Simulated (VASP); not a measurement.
# Mg3ScBr3 (Pm-3m) in VASP: single point with PBE

Aim: the single point of Mg3ScBr3 with PBE.

All numbers are computed with VASP 6.6.1; they aren't measurements. Logs are shortened: lines on timing, memory, paths and dates and some standing lists are left out, and cuts for length are marked.

## Step 1: The cell of the first run

Symmetry: Pm-3m, No. 221, cubic system. Conventional cell: a = 5.984 Å, b = 5.984 Å, c = 5.984 Å, α = 90.00°, β = 90.00°, γ = 90.00°. Mg (site symmetry 4/mmm) has 2 Sc at 2.99 Å and 4 Br at 2.99 Å as nearest neighbours. Sc (site symmetry m-3m) has 6 Mg at 2.99 Å as nearest neighbours. Br (site symmetry 4/mmm) has 4 Mg at 2.99 Å as nearest neighbours.

The cell was built by a generator and needn't be a form met in nature.

## Step 2: Single point, PBE, collinear spin, typed start (species swapped into the La3GaBr3 type (Pm-3m, No. 221))

The input, INCAR:

```
ALGO = Fast
EDIFF = 1E-6
ENCUT = 520
GGA = PE
ISIF = 2
ISMEAR = 0
ISPIN = 2
LASPH = T
LCHARG = T
LELF = T
LMAXMIX = 4
LORBIT = 11
LREAL = F
LVHAR = T
LWAVE = F
MAGMOM = 0 0 0 1 0 0 0
NBANDS = 32
NELM = 150
PREC = Accurate
SIGMA = 0.1
```

The input, KPOINTS:

```
k-points
0
Gamma
  4 4 4
```

The input, POSCAR:

```
Mg3ScBr3
1.0
    5.9841436619      0.0000000000      0.0000000000
    0.0000000000      5.9841436619      0.0000000000
    0.0000000000      0.0000000000      5.9841436619
Mg Sc Br
3 1 3
Direct
    0.0000000000      0.5000000000      0.5000000000
    0.5000000000      0.0000000000      0.5000000000
    0.5000000000      0.5000000000      0.0000000000
    0.5000000000      0.5000000000      0.5000000000
    0.0000000000      0.0000000000      0.5000000000
    0.5000000000      0.0000000000      0.0000000000
    0.0000000000      0.5000000000      0.0000000000
```

Potentials or basis: VASP PAW PBE potentials, release 64 (Mg, Sc_sv, Br).

On the command line:

```bash
$ cat potpaw_PBE.64/Mg/POTCAR potpaw_PBE.64/Sc_sv/POTCAR potpaw_PBE.64/Br/POTCAR > POTCAR
$ mpirun -np 1 vasp_std > vasp.out
```

OUTCAR:

```text
EDIFF = 1E-6
   ENCUT = 520
   GGA = PE
   ISIF = 2
   ISMEAR = 0
   ISPIN = 2
   LASPH = T
   LORBIT = 11
   LREAL = F
   NELM = 150
   PREC = Accurate

 ion  position               nearest neighbor table
   1  0.000  0.500  0.500-   4 2.99   5 2.99   7 2.99   7 2.99   5 2.99   4 2.99
   2  0.500  0.000  0.500-   4 2.99   5 2.99   6 2.99   6 2.99   4 2.99   5 2.99
   3  0.500  0.500  0.000-   4 2.99   6 2.99   7 2.99   4 2.99   6 2.99   7 2.99
   4  0.500  0.500  0.500-   1 2.99   2 2.99   3 2.99   3 2.99   2 2.99   1 2.99
   5  0.000  0.000  0.500-   1 2.99   2 2.99   1 2.99   2 2.99
   6  0.500  0.000  0.000-   2 2.99   3 2.99   2 2.99   3 2.99
   7  0.000  0.500  0.000-   1 2.99   3 2.99   1 2.99   3 2.99

  LATTYP: Found a simple cubic cell.
 ALAT       =     5.9841436619

  Lattice vectors:

 A1 = (   5.9841436619,   0.0000000000,   0.0000000000)
 A2 = (   0.0000000000,   5.9841436619,   0.0000000000)
 A3 = (   0.0000000000,   0.0000000000,   5.9841436619)

Analysis of symmetry for initial positions (statically):
=====================================================================
 Subroutine PRICEL returns:
 Original cell was already a primitive cell.

 Routine SETGRP: Setting up the symmetry group for a
 simple cubic supercell.

 Subroutine GETGRP returns: Found 48 space group operations
 (whereof 48 operations were pure point group operations)
 out of a pool of 48 trial point group operations.

The static configuration has the point symmetry O_h .

Analysis of symmetry for dynamics (positions and initial velocities):
=====================================================================
 Subroutine PRICEL returns:
 Original cell was already a primitive cell.

 Routine SETGRP: Setting up the symmetry group for a
 simple cubic supercell.

 Subroutine GETGRP returns: Found 48 space group operations
 (whereof 48 operations were pure point group operations)
 out of a pool of 48 trial point group operations.

The dynamic configuration has the point symmetry O_h .

Analysis of structural, dynamic, and magnetic symmetry:
=====================================================================
 Subroutine PRICEL returns:
 Original cell was already a primitive cell.

 Routine SETGRP: Setting up the symmetry group for a
 simple cubic supercell.

 Subroutine GETGRP returns: Found 48 space group operations
 (whereof 48 operations were pure point group operations)
 out of a pool of 48 trial point group operations.

The overall configuration has the point symmetry O_h .

 Subroutine INISYM returns: Found 48 space group operations
 (whereof 48 operations are pure point group operations),
 and found     1 'primitive' translations

----------------------------------------------------------------------------------------

                                     Primitive cell

  volume of cell :     214.2920

  direct lattice vectors                    reciprocal lattice vectors
     5.984143662  0.000000000  0.000000000     0.167108288  0.000000000  0.000000000
     0.000000000  5.984143662  0.000000000     0.000000000  0.167108288  0.000000000
     0.000000000  0.000000000  5.984143662     0.000000000  0.000000000  0.167108288

  length of vectors
     5.984143662  5.984143662  5.984143662     0.167108288  0.167108288  0.167108288

  position of ions in fractional coordinates (direct lattice)
     0.000000000  0.500000000  0.500000000
     0.500000000  0.000000000  0.500000000
     0.500000000  0.500000000  0.000000000
     0.500000000  0.500000000  0.500000000
     0.000000000  0.000000000  0.500000000
     0.500000000  0.000000000  0.000000000
     0.000000000  0.500000000  0.000000000

  ion indices of the primitive-cell ions
   primitive index   ion index
                 1           1
                 2           2
                 3           3
                 4           4
                 5           5
                 6           6
                 7           7

----------------------------------------------------------------------------------------

 KPOINTS: k-points

Automatic generation of k-mesh.
 Grid dimensions read from file:
 generate k-points for:    4    4    4

 Generating k-lattice:

  Cartesian coordinates                     Fractional coordinates (reciprocal lattice)
     0.041777072  0.000000000  0.000000000     0.250000000  0.000000000  0.000000000
     0.000000000  0.041777072  0.000000000     0.000000000  0.250000000  0.000000000
     0.000000000  0.000000000  0.041777072     0.000000000  0.000000000  0.250000000

  Length of vectors
     0.041777072  0.041777072  0.041777072

  Shift w.r.t. Gamma in fractional coordinates (k-lattice)
     0.000000000  0.000000000  0.000000000

 Subroutine IBZKPT returns following result:
 ===========================================

 Found     10 irreducible k-points:

 Following reciprocal coordinates:
            Coordinates               Weight
  0.000000  0.000000  0.000000      1.000000
  0.250000  0.000000  0.000000      6.000000
  0.500000  0.000000  0.000000      3.000000
  0.250000  0.250000  0.000000     12.000000
  0.500000  0.250000  0.000000     12.000000
  0.500000  0.500000  0.000000      3.000000
  0.250000  0.250000  0.250000      8.000000
  0.500000  0.250000  0.250000     12.000000
  0.500000  0.500000  0.250000      6.000000
  0.500000  0.500000  0.500000      1.000000
   k-points           NKPTS =     10   k-points in BZ     NKDIM =     10   number of bands    NBANDS=     32
   number of dos      NEDOS =    301   number of ions     NIONS =      7
   total plane-waves  NPLWV = 110592
   dimension x,y,z NGX =    48 NGY =   48 NGZ =   48
   dimension x,y,z NGXF=    96 NGYF=   96 NGZF=   96
   ions per type =               3   1   3
   NGX,Y,Z   is equivalent  to a cutoff of  13.33, 13.33, 13.33 a.u.
   NGXF,Y,Z  is equivalent  to a cutoff of  26.67, 26.67, 26.67 a.u.
 SYSTEM =  unknown system
   PREC   = accura    normal or accurate (medium, high low for compatibility)
   ISTART =      0    job   : 0-new  1-cont  2-samecut
   ICHARG =      2    charge: 1-file 2-atom 10-const
   ISPIN  =      2    spin polarized calculation?
   LNONCOLLINEAR =      F non collinear calculations
   LSORBIT =      F    spin-orbit coupling
   LASPH  =      T    aspherical Exc in radial PAW
   ENCUT  =  520.0 eV  38.22 Ry    6.18 a.u.  11.13 11.13 11.13*2*pi/ulx,y,z
   NELM   =    150;   NELMIN=  2; NELMDL= -5     # of ELM steps
   EDIFF  = 0.1E-05   stopping-criterion for ELM
   LREAL  =      F    real-space projection
   EDIFFG = 0.1E-04   stopping-criterion for IOM
   NSW    =      0    number of steps for IOM
   IBRION =     -1    ionic relax: 0-MD 1-quasi-New 2-CG
   NFREE  =      0    steps in history (QN), initial steepest desc. (CG)
   ISIF   =      2    stress and relaxation
   ISYM   =      2    0-nonsym 1-usesym 2-fastsym
   POTIM  = 0.5000    time-step for ionic-motion
   TEBEG  =    0.0;   TEEND  =   0.0 temperature during run
   PSTRESS=    0.0 pullay stress
   NELECT =      38.0000    total number of electrons
   NUPDOWN=      -1.0000    fix difference up-down
   EMIN   =  10.00;   EMAX   =-10.00  energy-range for DOS
   EFERMI =   0.00;   METHOD = LEGACY
   ISMEAR =     0;   SIGMA  =   0.10  broadening in eV -4-tet -1-fermi 0-gaus
   EFERMI_NEDOS =   21; number of points for ismear=-14 and -15
   IALGO  =     68    algorithm
   IMIX   =      4    mixing-type and parameters
     AMIX     =   0.40;   BMIX     =  1.00
     AMIX_MAG =   1.60;   BMIX_MAG =  1.00
  volume/ion in A,a.u.               =      30.61       206.59
  Fermi-wavevector in a.u.,A,eV,Ry     =   0.919745  1.738066 11.509584  0.845931
  Thomas-Fermi vector in A             =   2.044973
   LORBIT       =     11    0 simple, 1 ext, 2 COOP (PROOUT), +10 PAW based schemes
   GGA     = PE    functional components
   LHFCALC =     F    Hartree Fock is set to
   AEXX    =    0.0000 exact exchange contribution
   IVDW    =     0    specifies the selected vdW correction
   LEPSILON=     F    determine dielectric tensor
   LRPA    =     F    only Hartree local field effects (RPA)
 spin polarized calculation
 RMM-DIIS sequential band-by-band and
 Gauss-broadening in eV      SIGMA  =   0.10
  energy-cutoff  :      520.00
  volume of cell :      214.29
 maximum number of plane-waves:      5832
 NGX is ok and might be reduce to    48
   NGX = 23   NGY = 23   NGZ = 23

 number of electron      37.9999992 magnetization       1.2468323

 Free energy of the ion-electron system (eV)
  ---------------------------------------------------
  ext. energy  EPLUGINS =         0.00000000
  ---------------------------------------------------
  free energy    TOTEN  =       -17.14895311 eV

  energy without entropy =      -17.13121708  energy(sigma->0) =      -17.14008510

 E-fermi :   1.8769     XC(G=0):  -7.9450

 val. band max:        1.8267785157   @ k =   0.5000   0.5000   0.2500
 cond. band min:       1.8923433939   @ k =   0.5000   0.5000   0.0000
 fundamental gap:      0.0655648782
 Fermi energy:         1.8769245246

 spin component 1

 k-point     1 :       0.0000    0.0000    0.0000
  band No.  band energies     occupation
      1     -48.3036      1.00000
      2     -26.9837      1.00000
      3     -26.9837      1.00000
      4     -26.9837      1.00000
      5     -13.6839      1.00000
      6     -13.4309      1.00000
[... 23 lines left out ...]
     30       6.8447      0.00000
     31       6.8447      0.00000

 k-point     2 :       0.2500    0.0000    0.0000
  band No.  band energies     occupation
      1     -48.3036      1.00000
      2     -26.9840      1.00000
      3     -26.9837      1.00000
      4     -26.9837      1.00000
      5     -13.6500      1.00000
      6     -13.4631      1.00000
[... 264 lines left out ...]
 k-point    10 :       0.5000    0.5000    0.5000
  band No.  band energies     occupation
      1     -48.3035      1.00000
      2     -26.9843      1.00000
      3     -26.9843      1.00000
      4     -26.9843      1.00000
      5     -13.5026      1.00000
      6     -13.5026      1.00000
[... 23 lines left out ...]
     30       6.3141      0.00000
     31       6.3141      0.00000
 Fermi energy:         1.8769245246

 spin component 2

 k-point     1 :       0.0000    0.0000    0.0000
  band No.  band energies     occupation
      1     -47.7661      1.00000
      2     -26.4379      1.00000
      3     -26.4379      1.00000
      4     -26.4379      1.00000
      5     -13.6679      1.00000
      6     -13.4145      1.00000
[... 23 lines left out ...]
     30       6.9121      0.00000
     31       6.9121      0.00000

 k-point     2 :       0.2500    0.0000    0.0000
  band No.  band energies     occupation
      1     -47.7661      1.00000
      2     -26.4382      1.00000
      3     -26.4379      1.00000
      4     -26.4379      1.00000
      5     -13.6340      1.00000
      6     -13.4468      1.00000
[... 264 lines left out ...]
 k-point    10 :       0.5000    0.5000    0.5000
  band No.  band energies     occupation
      1     -47.7661      1.00000
      2     -26.4385      1.00000
      3     -26.4385      1.00000
      4     -26.4384      1.00000
      5     -13.4866      1.00000
      6     -13.4866      1.00000
[... 23 lines left out ...]
     30       6.3175      0.00000
     31       6.3175      0.00000
 [bands above 31 left out]

------------------------ aborting loop because EDIFF is reached ----------------------------------------

  FORCE on cell =-STRESS in cart. coord.  units (eV):
  Direction    XX          YY          ZZ          XY          YZ          ZX
  --------------------------------------------------------------------------------------
  -------------------------------------------------------------------------------------
  Total        0.5334659      0.5334659      0.5334659     -0.0000000      0.0000000     -0.0000000
  in kB        3.9885150      3.9885150      3.9885150     -0.0000000      0.0000000     -0.0000000
  external PRESSURE =       3.9885150 kB  Pullay stress =       0.0000000 kB

 VOLUME and BASIS-vectors are now :
 -----------------------------------------------------------------------------
  energy-cutoff  :      520.00
  volume of cell :      214.29
      direct lattice vectors                 reciprocal lattice vectors
     5.984143662  0.000000000  0.000000000     0.167108288  0.000000000  0.000000000
     0.000000000  5.984143662  0.000000000     0.000000000  0.167108288  0.000000000
     0.000000000  0.000000000  5.984143662     0.000000000  0.000000000  0.167108288

 POSITION                                       TOTAL-FORCE (eV/Angst)
 -----------------------------------------------------------------------------------
      0.00000      2.99207      2.99207         0.000000      0.000000      0.000000
      2.99207      0.00000      2.99207         0.000000      0.000000      0.000000
      2.99207      2.99207      0.00000         0.000000      0.000000      0.000000
      2.99207      2.99207      2.99207         0.000000      0.000000      0.000000
      0.00000      0.00000      2.99207         0.000000      0.000000      0.000000
      2.99207      0.00000      0.00000         0.000000      0.000000      0.000000
      0.00000      2.99207      0.00000         0.000000      0.000000      0.000000
 -----------------------------------------------------------------------------------
    total drift:                                0.000000     -0.000000      0.000000

  FREE ENERGIE OF THE ION-ELECTRON SYSTEM (eV)
  ---------------------------------------------------
  free  energy   TOTEN  =       -17.1489531137 eV

  energy  without entropy=      -17.1312170835  energy(sigma->0) =      -17.14008510

 total charge

# of ion       s       p       d       tot
------------------------------------------
    1        0.240   0.075   0.013   0.328
    2        0.240   0.075   0.013   0.328
    3        0.240   0.075   0.013   0.328
    4        2.327   6.021   1.105   9.452
    5        1.623   3.194   0.011   4.828
    6        1.623   3.194   0.011   4.828
    7        1.623   3.194   0.011   4.828
--------------------------------------------------
tot          7.915  15.827   1.178  24.920

 magnetization (x)

# of ion       s       p       d       tot
------------------------------------------
    1        0.010   0.010   0.002   0.022
    2        0.010   0.010   0.002   0.022
    3        0.010   0.010   0.002   0.022
    4        0.017   0.014   0.657   0.688
    5        0.001   0.016  -0.000   0.016
    6        0.001   0.016  -0.000   0.016
    7        0.001   0.016  -0.000   0.016
--------------------------------------------------
tot          0.050   0.092   0.662   0.804
```

Run time: 2.9 min. Hardware: 1 thread of Intel Xeon Platinum 8488C (Sapphire Rapids), shared host; peak memory 0.46 GiB.

What came out:

| Item | Value |
| --- | --- |
| Free energy | -17.1490 eV |
| Pressure | 0.4 GPa |
| Band gap on the k mesh | none (metal or under the smearing width) |
| Net moment | 1.25 μB per cell |
| Site moments | Mg +0.02; Sc +0.69; Br +0.02 μB |
| Valence electrons inside the program's atomic spheres | Mg 0.33; Sc 9.45; Br 4.83 |
